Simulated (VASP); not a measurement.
Calculation: TPSS meta-GGA, VASP's PBE PAW potentials (set 64) (plane waves; VASP).

The input files of a VASP run:

File KPOINTS_OPT:
```
k-points along high-symmetry lines
10
Line-mode
Reciprocal
  0.000000   0.000000   0.000000 ! GAMMA
  0.500000   0.000000   0.500000 ! X

  0.500000   0.000000   0.500000 ! X
  0.625000   0.250000   0.625000 ! U

  0.375000   0.375000   0.750000 ! K
  0.000000   0.000000   0.000000 ! GAMMA

  0.000000   0.000000   0.000000 ! GAMMA
  0.500000   0.500000   0.500000 ! L

  0.500000   0.500000   0.500000 ! L
  0.500000   0.250000   0.750000 ! W

  0.500000   0.250000   0.750000 ! W
  0.500000   0.000000   0.500000 ! X
```

File POSCAR:
```
MgO
1.0
  0.0000000000   2.1146525645   2.1146525645
  2.1146525645   0.0000000000   2.1146525645
  2.1146525645   2.1146525645   0.0000000000
Mg O
1 1
Cart
  0.0000000000   0.0000000000   0.0000000000
  2.1146525645   2.1146525645   2.1146525645
```

### KPOINTS
```
Automatic mesh
0
Gamma
12 12 12
0 0 0
```

**INCAR**
```
LWAVE = .False.
LASPH = .True.
NELM = 100   ! most electronic steps
ISMEAR = -5   ! tetrahedra, Bloechl
ISIF = 2
EDIFF = 1E-7
LORBIT = 11   ! lm-projected
LCHARG = .False.
ENCUT = 520
SYSTEM = MgO
ALGO = Normal
METAGGA = TPSS
NEDOS = 601
LREAL = .False.   ! projection in real space or not
LMIXTAU = .True.
PREC = Accurate
```

POTCAR, in this order: Mg O (PBE.64 set). Program: vasp_std.

Output

### OUTCAR
```
 ion  position               nearest neighbor table
   1  0.000  0.000  0.000-   2 2.11   2 2.11   2 2.11   2 2.11   2 2.11   2 2.11
   2  0.500  0.500  0.500-   1 2.11   1 2.11   1 2.11   1 2.11   1 2.11   1 2.11
  LATTYP: Found a face centered cubic cell.
 ALAT       =     4.2293051290
 Subroutine PRICEL returns:
 Original cell was already a primitive cell.
 Subroutine GETGRP returns: Found 48 space group operations
The static configuration has the point symmetry O_h .
The dynamic configuration has the point symmetry O_h .
 Subroutine INISYM returns: Found 48 space group operations
 Subroutine IBZKPT returns following result:
 Found     72 irreducible k-points:

 Following reciprocal coordinates:
            Coordinates               Weight
  0.000000  0.000000  0.000000      1.000000
  0.083333  0.000000  0.000000      8.000000
  0.166667  0.000000  0.000000      8.000000
  0.250000  0.000000  0.000000      8.000000
  0.333333  0.000000  0.000000      8.000000
  0.416667  0.000000  0.000000      8.000000
  0.500000  0.000000  0.000000      4.000000
  0.083333  0.083333  0.000000      6.000000
  0.166667  0.083333  0.000000     24.000000
...
```

### OSZICAR
```
       N       E                     dE             d eps       ncg     rms          rms(c)
DAV:   1     0.432799896632E+02    0.43280E+02   -0.51115E+03  1288   0.102E+03
DAV:   2    -0.263427403127E+01   -0.45914E+02   -0.44777E+02  1680   0.236E+02
DAV:   3    -0.415311825807E+01   -0.15188E+01   -0.15188E+01  1704   0.490E+01
DAV:   4    -0.416374458350E+01   -0.10626E-01   -0.10626E-01  1928   0.352E+00
DAV:   5    -0.416375449635E+01   -0.99128E-05   -0.99128E-05  1776   0.997E-02    0.643E+00
DAV:   6    -0.188445599540E+02   -0.14681E+02   -0.60120E+01  1152   0.119E+02    0.750E+00
DAV:   7    -0.185732848517E+02    0.27128E+00   -0.40424E-01  1440   0.723E+00    0.619E+00
DAV:   8    -0.182329089227E+02    0.34038E+00   -0.11659E+01  1152   0.239E+01    0.288E+00
DAV:   9    -0.182307341454E+02    0.21748E-02   -0.45570E-02  1368   0.262E+00    0.276E+00
DAV:  10    -0.182599151200E+02   -0.29181E-01   -0.94731E-03  1248   0.115E+00    0.269E+00
DAV:  11    -0.181492213354E+02    0.11069E+00   -0.11333E+00  1152   0.757E+00    0.720E-01
DAV:  12    -0.181503382767E+02   -0.11169E-02   -0.10205E-02  1176   0.141E+00    0.693E-01
DAV:  13    -0.181541736173E+02   -0.38353E-02   -0.18783E-02  1192   0.119E+00    0.284E-01
DAV:  14    -0.181537671560E+02    0.40646E-03   -0.20513E-03  1248   0.331E-01    0.916E-02
DAV:  15    -0.181538949535E+02   -0.12780E-03   -0.80587E-04  1224   0.224E-01    0.529E-02
DAV:  16    -0.181538509633E+02    0.43990E-04   -0.31243E-05  1248   0.681E-02    0.204E-02
DAV:  17    -0.181539152460E+02   -0.64283E-04   -0.36495E-06  1184   0.346E-02    0.378E-03
DAV:  18    -0.181539046903E+02    0.10556E-04   -0.13185E-06  1384   0.115E-02    0.121E-03
DAV:  19    -0.181539064493E+02   -0.17590E-05   -0.41233E-08   720   0.297E-03    0.956E-04
DAV:  20    -0.181539060190E+02    0.43032E-06   -0.11264E-07   720   0.269E-03    0.733E-05
DAV:  21    -0.181539061536E+02   -0.13457E-06   -0.52674E-09   624   0.102E-03    0.529E-05
DAV:  22    -0.181539061397E+02    0.13891E-07   -0.25998E-10   648   0.223E-04
   1 F= -.18153906E+02 E0= -.18153906E+02  d E =0.000000E+00
       N       E                     dE             ncg
```

OUTCAR:
```
------------------------ aborting loop because EDIFF is reached ----------------------------------------
  FORCE on cell =-STRESS in cart. coord.  units (eV):
  Direction    XX          YY          ZZ          XY          YZ          ZX
  --------------------------------------------------------------------------------------
  Total        0.0028304      0.0028304      0.0028304     -0.0000000     -0.0000000      0.0000000
  in kB        0.2397798      0.2397798      0.2397798     -0.0000000     -0.0000000      0.0000000
  external PRESSURE =       0.2397798 kB  Pullay stress =       0.0000000 kB
  volume of cell :       18.91
      direct lattice vectors                 reciprocal lattice vectors
     0.000000000  2.114652565  2.114652565    -0.236445461  0.236445461  0.236445461
     2.114652565  0.000000000  2.114652565     0.236445461 -0.236445461  0.236445461
     2.114652565  2.114652565  0.000000000     0.236445461  0.236445461 -0.236445461
  FREE ENERGIE OF THE ION-ELECTRON SYSTEM (eV)
  ---------------------------------------------------
  free  energy   TOTEN  =       -18.1539061397 eV

  energy  without entropy=      -18.1539061397  energy(sigma->0) =      -18.15390614

 total charge

# of ion       s       p       d       tot
------------------------------------------
    1        0.145   0.174   0.075   0.394
    2        1.525   3.540   0.000   5.065
--------------------------------------------------
tot          1.670   3.714   0.075   5.459
```
(Selected blocks of OUTCAR.)

The compound is MgO in the rock salt structure. It was relaxed first.
